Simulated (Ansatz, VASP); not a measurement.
# Ti (Titanium) in two plane-wave programs

One calculation is typed for both programs; each brings its own data sets. How far apart do they land? The structure shown is the end of the Ansatz relaxation below.

Program: Ansatz 0.2.0. Level of theory: plane waves, with VASP 6.6.1 beside it; single point at LDA. Results are calculated unless marked as measured.

## Step 1: Starting point

The structure is hexagonal, space group P6_3/mmc (No. 194). The conventional cell has a = 2.978 Å, b = 2.978 Å, c = 4.378 Å, α = 90.00°, β = 90.00°, γ = 120.00°. Nearest to Ti lie 12 Ti at 2.78 to 2.98 Å.

## Step 2: Ansatz: relaxation, LDA

Ansatz runs on its PAW soft_1 files.

This run makes the geometry at which the two programs are then compared.

input.yaml reads:

```yaml
crystal:
  lattice:
    - [2.9781242898, 0.0, 0.0]
    - [-1.4890621449, 2.5791312906, 0.0]
    - [0.0, 0.0, 4.4183672848]
  atoms:
    - { symbol: Ti, position: [0.3333333333, 0.6666666667, 0.25] }
    - { symbol: Ti, position: [0.6666666667, 0.3333333333, 0.75] }
kpoints:
  mp_grid: { grid: [18, 18, 12] }
hamiltonian:
  xc: lda
  pseudopotentials: { kind: paw, azcp: { folder: soft_1 }, xc_functional: pbe }
scf:
  occupations: { method: methfessel_paxton, width: 0.2 }
output:
  forces: true
  stress: true
  eigenvalues: true
relax:
  adjacent_minimum: "off"
  f_tol: 0.001
  max_steps: 60
  cell: { stress_tol: 0.01, fix: [a, b, gamma] }
```

On the command line:

```
> ansatz run input.yaml --threads 4 --pin off --max-ram 10240MiB --backend cpu --events-out ev --progress --plain --runs-dir out
```

Numbers of over 12 decimals in the logs are rounded to 6 here.

Log:

```text
Engine: ansatz 0.2.0, x86_64-unknown-linux-gnu
Pseudopotentials: kind: paw
Pseudopotential: Ti, paw, valence charge 12, recommended cutoff 420 eV (normal), soft_1/Ti.paw.azcp
Functional definition: SPW92
  exchange = slater_x
  correlation = pw_c
Crystal: 2 atoms, lattice volume = 33.937 Å³
Basis set: ecut = 420 eV, 651 PW (Γ)
Bands: 16, of which v1, the nominal top of the filled ones, is band 12 counted from 1 (11 counted from 0)
Symmetry: 24 space group operations
Space group: P63/mmc (ITA 194), of the structure as read, at distance tolerance 3.2e-5 Å
k-points: 259 of 3888
Non-local potential: Ti, projectors of the file, l = 0: 3, l = 1: 2, l = 2: 3, l = 3: 1
PAW form: soft (Blöchl's): semilocal exchange-correlation on the pseudo side does not see the compensation charge
PAW frozen core: Ti, regenerated for the run's functional, and the local potential with it (the file was generated under x = pbe(κ = 0.804, μ = 0.219515), c = pbe(β = 0.066725))
PAW one-centre angular grid: Ti, 590 points (default); XC on 64 Gauss nodes
Initial density: superposition of atomic densities (chi_scale 0.1, normalization cell)
Initial wavefunctions: pseudopotential atomic-orbital guess
Functional: x = slater, c = lda
SCF iter   1: F=—  HF=-4900.979682 eV  |F-HF|=—  |Δ(HF+E_count)|=         —  Δρ=6.06e-2  dr2=1.27e0  ethr=3.10e-3  ⟨swp⟩=2.8  Hψ=15239  notcnv=0
preconditioner: auto → none  [metal: Δε(μ)=0.014 eV  Ē_g=3.165 eV  σ=0.200 eV  W_gap=0.06  n_scr=8 (ndim 8)  ℏωp=18.0 eV  f_vac=0.000  D(μ)=1.65/eV (n_scr^D=22)  sad-step TF]
SCF iter   2: F=—  HF=-4900.656691 eV  |F-HF|=—  |Δ(HF+E_count)|=   3.23e-1  S|Δr|=    0.00e0  Δρ=2.95e-2  dr2=3.22e-1  ethr=3.10e-3  ⟨swp⟩=4.4  Hψ=29561  notcnv=0
automatic band count: the SCF goes on with 20 bands, as 16 were too few: the levels above may hold too much charge
SCF iter   3: F=—  HF=-4900.552151 eV  |F-HF|=—  |Δ(HF+E_count)|=   1.05e-1  S|Δr|=    0.00e0  Δρ=1.71e-3  dr2=6.61e-4  ethr=1.34e-3  ⟨swp⟩=2.5  Hψ=9459  notcnv=0  defer=324
SCF iter   4: F=—  HF=-4900.552567 eV  |F-HF|=—  |Δ(HF+E_count)|=   4.16e-4  S|Δr|=    0.00e0  Δρ=1.57e-4  dr2=5.50e-6  ethr=2.76e-6  ⟨swp⟩=2.2  Hψ=7516  notcnv=0  defer=324
SCF iter   5: F=—  HF=-4900.552581 eV  |F-HF|=—  |Δ(HF+E_count)|=   1.41e-5  S|Δr|=    0.00e0  Δρ=4.69e-5  dr2=4.58e-7  ethr=4.17e-10  ⟨swp⟩=7.9  Hψ=22894  notcnv=0
SCF iter   6: F=-4900.552581 eV  HF=-4900.552581 eV  |F-HF|=3.05e-9  |Δ(HF+E_count)|=   1.53e-7  S|Δr|=    0.00e0  Δρ=4.60e-6  dr2=4.04e-9  ethr=4.17e-10  ⟨swp⟩=5.0  Hψ=20481  notcnv=0
SCF 1 converged in 6 iterations: F = -4900.552581 eV  dr2 = 4.04e-9
  greatest PAW one-centre occupation: 0.998 electrons in one spin orbital (limit 2), on the Ti atom at site 1 (counted from 0), in its partial waves of l = 0
relax step   1: F+E_penalty+E_count = -4900.55258131 eV  Δ(F+E_penalty+E_count) = +0.000e0 eV  max|allowed force component| = 5.181e-16 eV/Å  Δτ_max = 0.0000 Å  P = -5.849 GPa  Ω = 33.937 Å³  fix = [a, b, gamma]  reactions: a -7.946, b -7.946 GPa  (6 SCF iters, dr2 threshold 1.00e-7 eV, accepted)
[...]
relax step   2: F+E_penalty+E_count = -4900.55423173 eV  Δ(F+E_penalty+E_count) = -1.650e-3 eV  max|allowed force component| = 8.882e-16 eV/Å  Δτ_max = 0.0000 Å  P = -4.711 GPa  Ω = 33.598 Å³  energy of the carried Pulay correction = +4.908e-5 eV  fix = [a, b, gamma]  reactions: a -7.140, b -7.140 GPa  (3 SCF iters, dr2 threshold 2.00e-7 eV, accepted)
[...]
relax step   3: F+E_penalty+E_count = -4900.55424006 eV  Δ(F+E_penalty+E_count) = -8.325e-6 eV  max|allowed force component| = 1.480e-16 eV/Å  Δτ_max = 0.0000 Å  P = -4.807 GPa  Ω = 33.626 Å³  energy of the carried Pulay correction = +4.506e-5 eV  fix = [a, b, gamma]  reactions: a -7.210, b -7.210 GPa  (2 SCF iters, dr2 threshold 5.40e-8 eV, accepted)
[...]
relax step   4: F+E_penalty+E_count = -4900.55419510 eV  Δ(F+E_penalty+E_count) = +4.496e-5 eV  max|allowed force component| = 2.220e-16 eV/Å  Δτ_max = 0.0000 Å  P = -4.806 GPa  Ω = 33.626 Å³  fix = [a, b, gamma]  reactions: a -7.209, b -7.209 GPa  stress off target by 1.44e-3 GPa on what of the cell is left free  SCF on the basis re-selected at this cell (its energy is not comparable with the rows above)  (4 SCF iters)
basis re-selected at this cell: Δ(F+E_penalty+E_count) = +4.496e-5 eV, ΔP = +0.001 GPa vs the last step (what re-selecting the basis moved, of the pressure what is left beyond the Pulay correction that the steps carried, after the strain that the cell walked since its last selection, with what the two solves' SCF thresholds leave and, on support functions, any second-order correction that the steps lacked; it is no m [...]
SCF converged after 4 iterations
Stability not checked: this state was not tested for a lower state beside it, because cold or Methfessel-Paxton smearing, or corrected tetrahedra, fill the levels in a way that the test cannot read (fill_not_monotonic; see scf.lower_state_search)
Free energy (F): -4900.554195 eV
Harris-Foulkes:  -4900.554195 eV  (|F-HF|=0.00e0)
Internal energy: -4900.557743 eV  (E = F + TS)
E sigma→0 (E₀):  -4900.555082 eV
Entropy (-TS):   0.003548 eV (1.774 meV/atom)
Fermi energy:    13.502175 eV
--- Per-component energies (eV) ---
  E_band       = -306.472130
  E_kinetic    = 563.402889
  E_local      = -1724.153684  (includes V_loc(G=0)·N_el)
  E_nonlocal   = 129.848003
  E_hartree    = 682.506723
  E_xc         = -230.414237
  E_vxc        = -290.284024  (∫ρ·V_xc dr)
  E_paw        = -1987.994038  (= ΣΔE_a)
  E_vpaw       = -350.298564  (= ΣTr[D̂ρ^β])
  E_aug_tail   = -0.000164  (compensation charges beyond the density's cutoff)
  E_ewald      = -2334.405136
  E_core_change = 0.651901  (= ΣΔE_core)
  E_smearing   = 0.003548  (= −TS)
  E_closure    = -0.000000  (closes the sum)
  Σ components = -4900.554195   (vs F -4900.554195, Δ=0.00e0)
--- Forces (eV/Å), atoms counted from 1 ---
  atom   1  Ti    -0.00000000     0.00000000     0.00000000
  atom   2  Ti     0.00000000    -0.00000000     0.00000000
  max |Σ_I F_I| component: 7.40e-17 eV/Å
--- Stress (GPa, compression-positive) ---
       -7.208655      -0.000000       0.000000
       -0.000000      -7.208655      -0.000000
        0.000000      -0.000000      -0.001437
  P = ⅓ Tr σ = -4.8062 GPa (-48.062 kbar)
--- Band table (eV; the first three rows and the last of 259) ---
  k-point 0: bands = [... 8 lower, 7.3198, 10.7428, 14.1437, 14.1437, 14.7501, 14.7501, 14.8073, 14.8073, ... 4 higher]
  k-point 1: bands = [... 8 lower, 7.3872, 10.7354, 14.0662, 14.0662, 14.7517, 14.7517, 14.8187, 14.8779, ... 4 higher]
  k-point 2: bands = [... 8 lower, 7.5862, 10.6966, 13.9363, 13.9363, 14.6058, 14.6058, 14.6537, 14.7020, ... 4 higher]
  k-point 258: bands = [... 8 lower, 12.1598, 12.1598, 12.3627, 12.3627, 13.3081, 13.3081, 15.2661, 15.2661, ... 4 higher]
--- Relaxed structure (3 steps of the walk, 3 accepted, 1 SCFs on fresh bases) ---
  F+E_penalty+E_count = -4900.55419510 eV   max|allowed force component| = 2.220e-16 eV/Å   (the final SCF, on the basis selected at the relaxed cell)
  cell:  # Å, volume = 33.6258 Å³
    - [2.978124, 0, 0.0]
    - [-1.489062, 2.579131, -4.381048077702908e-19]
    - [0.0, -7.50527108496936e-19, 4.377806]
  atoms:
    - { symbol: Ti, position: [0.333333, 0.666667, 0.25] }
    - { symbol: Ti, position: [0.666667, 0.333333, 0.75] }
```

## Step 3: VASP: single point, LDA, pair 1

The same cell, functional (in two slightly different forms), mesh and smearing now go to VASP, with its own data sets.

Lines of VASP's logs that name or quote its potential files are left out, and so is its time.

INCAR reads:

```
SYSTEM = Ti
PREC = Accurate
ENCUT = 500
EDIFF = 1E-06
NELM = 120
ISMEAR = 1
SIGMA = 0.2
LREAL = .FALSE.
ALGO = Normal
GGA = CA
NBANDS = 18
LASPH = .TRUE.
LORBIT = 11
LWAVE = .FALSE.
LCHARG = .FALSE.
ISIF = 2
GGA_COMPAT = .FALSE.
KPAR = 2
```

POSCAR reads:

```
Ti
1.0
    2.9781242898      0.0000000000      0.0000000000
   -1.4890621449      2.5791312906      0.0000000000
    0.0000000000      0.0000000000      4.3778064015
Ti
2
Direct
    0.3333333333      0.6666666667      0.2500000000
    0.6666666667      0.3333333333      0.7500000000
```

KPOINTS reads:

```
Automatic mesh
0
Gamma
18 18 12
0 0 0
```

The projector-augmented-wave data sets are Ti_sv (LDA family, release 64).

On the command line:

```
> mpirun -np 2 vasp_std
```

Log:

```text
[banner, memory and clock lines left out]
running    2 mpi-ranks, on    1 nodes
 distrk:  each k-point on    1 cores,    2 groups
 distr:  one band on    1 cores,    1 groups

 POSCAR found type information on POSCAR Ti
 POSCAR found :  1 types and       2 ions
 LDA part: xc-table for (Slater(with rela. corr.)+CA(PZ))
 , standard interpolation
 POSCAR, INCAR and KPOINTS ok, starting setup
 FFT: planning ... GRIDC
 FFT: planning ... GRID_SOFT
 FFT: planning ... GRID
 WAVECAR not read
 entering main loop
       N       E                     dE             d eps       ncg     rms          rms(c)
DAV:   1     0.254036640471E+03    0.25404E+03   -0.12999E+04  9332   0.162E+03
DAV:   2     0.102030432405E+02   -0.24383E+03   -0.24078E+03  9536   0.450E+02
DAV:   3    -0.179155276357E+02   -0.28119E+02   -0.27765E+02 17616   0.125E+02
DAV:   4    -0.190410080013E+02   -0.11255E+01   -0.11245E+01 10660   0.263E+01
DAV:   5    -0.190960571814E+02   -0.55049E-01   -0.55038E-01 14588   0.410E+00    0.120E+01
DAV:   6    -0.170431234971E+02    0.20529E+01   -0.77239E+00 11042   0.283E+01    0.304E+00
DAV:   7    -0.170215475663E+02    0.21576E-01   -0.73798E-01 14144   0.615E+00    0.201E+00
DAV:   8    -0.170451967091E+02   -0.23649E-01   -0.22652E-01 10928   0.598E+00    0.746E-01
DAV:   9    -0.170357276101E+02    0.94691E-02   -0.51595E-02 10924   0.250E+00    0.694E-02
DAV:  10    -0.170360915777E+02   -0.36397E-03   -0.26478E-03 13562   0.346E-01    0.978E-02
DAV:  11    -0.170361539335E+02   -0.62356E-04   -0.29166E-04 11272   0.130E-01    0.335E-02
DAV:  12    -0.170361460245E+02    0.79090E-05   -0.30511E-05 12316   0.486E-02    0.114E-02
DAV:  13    -0.170361453129E+02    0.71159E-06   -0.33084E-06  9890   0.173E-02
   1 F= -.17036145E+02 E0= -.17037305E+02  d E =0.347880E-02
```

From OUTCAR (step 3):

```text
ion  position               nearest neighbor table
   1  0.333  0.667  0.250-   2 2.78   2 2.78   2 2.78   2 2.78   2 2.78   2 2.78
   2  0.667  0.333  0.750-   1 2.78   1 2.78   1 2.78   1 2.78   1 2.78   1 2.78

  LATTYP: Found a hexagonal cell.
 ALAT       =     2.9781242898
 C/A-ratio  =     1.4699878096

 Subroutine GETGRP returns: Found 24 space group operations
 (whereof 12 operations were pure point group operations)

The static configuration has the point symmetry D_3d.
 The point group associated with its full space group is D_6h.

 Found    259 irreducible k-points:

   k-points           NKPTS =    259   k-points in BZ     NKDIM =    259   number of bands    NBANDS=     18

   dimension x,y,z NGX =    24 NGY =   24 NGZ =   32
   dimension x,y,z NGXF=    48 NGYF=   48 NGZF=   64

   ENCUT  =  500.0 eV  36.75 Ry    6.06 a.u.   5.43  5.43  7.98*2*pi/ulx,y,z

   NELECT =      24.0000    total number of electrons

 k-points in reciprocal lattice and weights: Automatic mesh
   0.00000000  0.00000000  0.00000000       0.000
   0.05555556 -0.00000000  0.00000000       0.002
   0.11111111 -0.00000000  0.00000000       0.002
   0.16666667  0.00000000  0.00000000       0.002
   0.22222222  0.00000000  0.00000000       0.002
   0.27777778  0.00000000  0.00000000       0.002
   0.33333333  0.00000000  0.00000000       0.002
   0.38888889  0.00000000  0.00000000       0.002
   0.44444444  0.00000000  0.00000000       0.002
[...]
0.33333333  0.27777778  0.50000000       0.003
   0.33333333  0.33333333  0.50000000       0.001

 average (electrostatic) potential at core
       1 -72.1888       2 -72.1888

 E-fermi :   8.4515

 k-point     1 :       0.0000    0.0000    0.0000
  band No.  band energies     occupation
    ...
      6     -23.8832      2.00000
      7     -23.8832      2.00000
      8     -23.8585      2.00000
      9       2.2508      2.00000
     10       5.6904      2.00000
     11       9.0905     -0.00006
     12       9.0905     -0.00006
     13       9.6925     -0.00000
     14       9.6925     -0.00000
     15       9.7517     -0.00000
    ...

 k-point     2 :       0.0556   -0.0000    0.0000
  band No.  band energies     occupation
    ...
      6     -23.8969      2.00000
      7     -23.8841      2.00000
      8     -23.8632      2.00000
      9       2.3361      2.00000
     10       5.7517      2.00000
     11       8.9501     -0.00239
     12       9.1512     -0.00001
     13       9.5971     -0.00000
     14       9.6418     -0.00000
     15       9.7141     -0.00000
    ...

 k-point     3 :       0.1111   -0.0000    0.0000
  band No.  band energies     occupation
    ...
      6     -23.9358      2.00000
      7     -23.8869      2.00000
      8     -23.8770      2.00000
      9       2.5878      2.00000
     10       5.9241      2.00000
     11       8.6467     -0.04499
     12       9.1163     -0.00003
     13       9.3301     -0.00000
     14       9.5059     -0.00000
     15       9.6143     -0.00000
    ...

  Total       -1.5353466     -1.5353466     -0.0324106      0.0000000      0.0000000      0.0000000
  in kB      -73.1550289    -73.1550289     -1.5442747      0.0000000      0.0000000      0.0000000
  external PRESSURE =     -49.2847775 kB  Pullay stress =       0.0000000 kB

  energy-cutoff  :      500.00
  volume of cell :       33.63
      direct lattice vectors                 reciprocal lattice vectors
     2.978124290  0.000000000  0.000000000     0.335781822  0.193863725  0.000000000
    -1.489062145  2.579131291  0.000000000     0.000000000  0.387727451  0.000000000
     0.000000000  0.000000000  4.377806401     0.000000000  0.000000000  0.228424902

 POSITION                                       TOTAL-FORCE (eV/Angst)
 -----------------------------------------------------------------------------------
     -0.00000      1.71942      1.09445         0.000000      0.000000      0.000000
      1.48906      0.85971      3.28335        -0.000000     -0.000000      0.000000
 -----------------------------------------------------------------------------------
    total drift:                               -0.000000      0.000000     -0.000000

  FREE ENERGIE OF THE ION-ELECTRON SYSTEM (eV)
  ---------------------------------------------------
  free  energy   TOTEN  =       -17.0361453129 eV

  energy  without entropy=      -17.0396241165  energy(sigma->0) =      -17.03730491

 total charge
# of ion       s       p       d       tot
------------------------------------------
    1        2.261   6.123   1.938  10.322
    2        2.261   6.123   1.938  10.322
--------------------------------------------------
tot          4.521  12.246   3.876  20.643

[... 3 further parts left out ...]
```

The run ends at a pressure of -4.93 GPa.

## Step 4: Differences

Known differences besides the potentials themselves: the two LDA forms differ slightly; the cutoff is 420 eV in Ansatz and 500 eV in VASP; VASP's log shows a relativistic correction to its local exchange, Ansatz's none; Ansatz's pressure holds a Pulay correction, VASP's none. Total energies have different zeros and are not compared.

The two programs side by side:

| quantity | Ansatz | VASP | difference |
| --- | --- | --- | --- |
| pressure (GPa) | -4.81 | -4.93 | +0.12 |

## Step 5: Ansatz: relaxation, LDA

This run makes the geometry at which the two programs are then compared. The cell compared in this pair holds 32.56 Å³, against 33.63 Å³ for the pair before.

The structure compared here is the end of the Ansatz relaxation.

input.yaml, as its differences from that of step 2:

```diff
@@ -2,5 +2,5 @@
   lattice:
-    - [2.9781242898, 0.0, 0.0]
-    - [-1.4890621449, 2.5791312906, 0.0]
-    - [0.0, 0.0, 4.4183672848]
+    - [2.8922168584, 0.0, 0.0]
+    - [-1.4461084292, 2.5047332726, 0.0]
+    - [0.0, 0.0, 4.5339939756]
   atoms:
```

On the command line:

```
> ansatz run input.yaml --threads 4 --pin off --max-ram 10240MiB --backend cpu --events-out ev --progress --plain --runs-dir out
```

Log:

```text
[...]
Crystal: 2 atoms, lattice volume = 32.845 Å³
Basis set: ecut = 420 eV, 627 PW (Γ)
Bands: 16, of which v1, the nominal top of the filled ones, is band 12 counted from 1 (11 counted from 0)
Symmetry: 24 space group operations
[...]
k-points: 259 of 3888
[...]
k-point 258: bands = [... 8 lower, 12.6754, 12.6754, 12.8257, 12.8257, 13.8537, 13.8537, 15.7988, 15.7988]
--- Relaxed structure (4 steps of the walk, 4 accepted, 1 SCFs on fresh bases) ---
[...]
cell:  # Å, volume = 32.5577 Å³
    - [2.892217, 0, 0]
    - [-1.446108, 2.504733, -4.0582074965944293e-19]
    - [0, -7.346046999284382e-19, 4.494294]
  atoms:
    - { symbol: Ti, position: [0.333333, 0.666667, 0.250000] }
    - { symbol: Ti, position: [0.666667, 0.333333, 0.750000] }
[key lines of the parts left out:]
SCF converged after 4 iterations
Free energy (F): -4900.611593 eV
Fermi energy:    14.029488 eV
P = ⅓ Tr σ = -1.3283 GPa (-13.283 kbar)
```

## Step 6: VASP: single point, LDA, pair 2

The same cell, functional (in two slightly different forms), mesh and smearing now go to VASP, with its own data sets.

INCAR is that of step 3.

POSCAR reads:

```
Ti
1.0
    2.8922168584      0.0000000000      0.0000000000
   -1.4461084292      2.5047332726      0.0000000000
    0.0000000000      0.0000000000      4.4942935902
Ti
2
Direct
    0.3333333333      0.6666666667      0.2500000000
    0.6666666667      0.3333333333      0.7500000000
```

KPOINTS is that of step 3.

On the command line:

```
> mpirun -np 2 vasp_std
```

Log:

```text
[... set-up lines as in an earlier step ...]
 entering main loop
       N       E                     dE             d eps       ncg     rms          rms(c)
DAV:   1     0.252037700608E+03    0.25204E+03   -0.12935E+04  9340   0.163E+03
DAV:   2     0.100893476139E+02   -0.24195E+03   -0.23879E+03  9516   0.451E+02
DAV:   3    -0.179281586148E+02   -0.28018E+02   -0.27691E+02 17416   0.125E+02
DAV:   4    -0.190058106424E+02   -0.10777E+01   -0.10767E+01 10590   0.259E+01
[...]
DAV:  11    -0.170938780638E+02   -0.16818E-04   -0.20883E-04 12000   0.125E-01    0.404E-02
DAV:  12    -0.170938673437E+02    0.10720E-04   -0.41521E-05 11094   0.632E-02    0.419E-03
DAV:  13    -0.170938669908E+02    0.35289E-06   -0.22184E-06  8192   0.122E-02
   1 F= -.17093867E+02 E0= -.17095205E+02  d E =0.401448E-02
```

(Part 1 of 2 ends here.)

[Lines on the potential files, build, host, timing and source positions are cut from VASP's logs without a mark.]

[Logs are printed without paths, hosts, clocks, repeated set-up lines and the standing remarks that a program may print on its own settings, such as how far it seeks lower states.]

[Hosts, paths, dates, database ids (printed as entryN), source tags and the programs' standing remarks are cut or masked in the printed files.]
